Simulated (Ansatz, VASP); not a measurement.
# Rb3Ba in VASP and in Ansatz

The input INCAR:

```
SYSTEM = Rb3Ba
ALGO = Normal
EDIFF = 1E-7
ENCUT = 520
GGA = PE
ISIF = 2
ISMEAR = -1
LASPH = .TRUE.
LCHARG = .FALSE.
LREAL = .FALSE.
LWAVE = .FALSE.
NBANDS = 26
NELM = 100
PREC = Accurate
SIGMA = 0.05
```

KPOINTS

```
k-points
0
G
  4 4 4
  0 0 0
```

POSCAR

```
Rb3Ba
1.0
    0.0000000000      5.6225835363      5.6225835363
    5.6225835363      0.0000000000      5.6225835363
    5.6225835363      5.6225835363      0.0000000000
Ba Rb
1 3
Direct
    0.0000000000      0.0000000000      0.0000000000
    0.5000000000      0.5000000000      0.5000000000
    0.7500000000      0.7500000000      0.7500000000
    0.2500000000      0.2500000000      0.2500000000
```

The input input.yaml:

```yaml
crystal:
  lattice:
    - [0.0, 5.6225835363, 5.6225835363]
    - [5.6225835363, 0.0, 5.6225835363]
    - [5.6225835363, 5.6225835363, 0.0]
  atoms:
    - { symbol: Ba, position: [0.0, 0.0, 0.0] }
    - { symbol: Rb, position: [0.5, 0.5, 0.5] }
    - { symbol: Rb, position: [0.75, 0.75, 0.75] }
    - { symbol: Rb, position: [0.25, 0.25, 0.25] }
hamiltonian:
  xc: pbe
  pseudopotentials: { kind: paw }
kpoints:
  mp_grid: { grid: [4, 4, 4] }
scf:
  occupations: { method: fermi_dirac, width: 0.05 }
output:
  forces: true
  stress: true
  eigenvalues: true
  write_density: true
  write_potential: true
  elf: true
  volumetric_format: npy
```

Change from the starting cell: volume scaled by 1.06.

Alike in both runs: task single point; functional PBE; k mesh 4 × 4 × 4; occupations fermi-dirac, width 0.05 eV; no spin polarisation.

|  | VASP | Ansatz |
| --- | --- | --- |
| version | VASP 6.6.1 | Ansatz 0.2.0 |
| potentials or method | VASP PAW PBE potentials, release 64 (Ba_sv, Rb_sv) | Ansatz PAW |
| plane-wave cutoff (eV) | 520 | 420 |
| valence electrons in the cell | 37 | 37 |

```csv
,VASP,Ansatz,Ansatz less VASP
gap on the k mesh at the Fermi level (eV),none,none,-
pressure (GPa),-0.2,-0.2,0.00
```

A gap of «none» marks a metal or a gap that the smearing closes. The functional is the same, so the differences come from potentials, cutoffs and numerics.

The runs have no spin-orbit coupling, so splittings on Ba are missing.
